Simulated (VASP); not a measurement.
Consider the following.

```yaml
crystal:
  lattice:
    - [0.00000, 3.25421, 3.25421]
    - [3.25421, 0.00000, 3.25421]
    - [3.25421, 3.25421, 0.00000]
  atoms:
    - { symbol: Mg, position: [0.00000, 0.00000, 0.00000] }
    - { symbol: Te, position: [0.75000, 0.75000, 0.75000] }
```

Computed with PBE GGA, VASP's PBE PAW potentials (set 64) (plane waves; VASP 6.6.1). Numerical set-up: PREC = Normal, EDIFF = 1E-5, 400 eV cut-off, 7×7×7 Γ-centred mesh, Gaussian smearing of 0.050 eV, potentials Mg Te.

Unless said otherwise, spin-orbit coupling is left out, though it shifts the bands of the heavy elements here.

Estimate the energy per atom (σ→0), band gap (on the k-mesh) with the smallest direct gap where there is one.

The band gap (on the k-mesh) is 2.32 eV and the smallest direct gap (on the k-mesh) is 2.32 eV. The energy per atom (σ→0) is -3.202 eV/atom.

The absolute energy has meaning only against runs of the same code, potentials and settings.

The structure comes from a computed database's MgTe entry (F-43m); how it stands against other phases isn't given here. It was relaxed first.
